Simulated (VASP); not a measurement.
```
Zr
1.0
    3.23000     0.00000     0.00000
   -1.61500     2.79726     0.00000
    0.00000     0.00000     5.15000
Zr
2
Cartesian
  1.61500   0.93242   3.86250
  0.00000   1.86484   1.28750
```

Level of theory: PBEsol GGA, VASP's PBE PAW potentials (set 64) (plane waves; VASP). Run with 480 eV cut-off, 12×12×7 Γ-centred mesh, first-order Methfessel-Paxton smearing of 0.10 eV, potentials Zr_sv.

Energy and stress use the plane-wave basis of the starting cell.

**Question.** The ions, cell shape and volume are relaxed. Give the cell that the relaxation ends in.

**Answer.** 
```
Zr
1.0
    3.18059     0.00000     0.00000
   -1.59029     2.75447     0.00000
    0.00000     0.00000     5.12894
Zr
2
Direct
  0.66667   0.33333   0.75000
  0.33333   0.66667   0.25000
```
Space group P6_3/mmc (194), at a tolerance of 0.03 Å.

**Question.** How do energy and volume change from the first to the last step?

**Answer.** The energy (σ→0) changes by -8.4 meV/atom and the volume by -3.4 %, in 6 ionic steps.

```json
[
 {"step": "1", "E(σ→0) (eV)": "-18.1422", "max force (eV/Å)": "0.000", "pressure (GPa)": "-3.11", "volume (Å³)": "46.53"},
 {"step": "2", "E(σ→0) (eV)": "-18.1439", "max force (eV/Å)": "0.000", "pressure (GPa)": "3.34", "volume (Å³)": "43.55"},
 {"step": "3", "E(σ→0) (eV)": "-18.1582", "max force (eV/Å)": "0.000", "pressure (GPa)": "0.02", "volume (Å³)": "44.98"},
 {"step": "4", "E(σ→0) (eV)": "-18.1582", "max force (eV/Å)": "0.000", "pressure (GPa)": "0.08", "volume (Å³)": "44.95"},
 {"step": "5", "E(σ→0) (eV)": "-18.1587", "max force (eV/Å)": "0.000", "pressure (GPa)": "0.07", "volume (Å³)": "44.94"},
 {"step": "6", "E(σ→0) (eV)": "-18.1590", "max force (eV/Å)": "0.000", "pressure (GPa)": "0.06", "volume (Å³)": "44.93"}
]
```

The compound is Zr in the hcp structure. This run relaxes it. Symmetry was kept, so distortions that lower it aren't found.
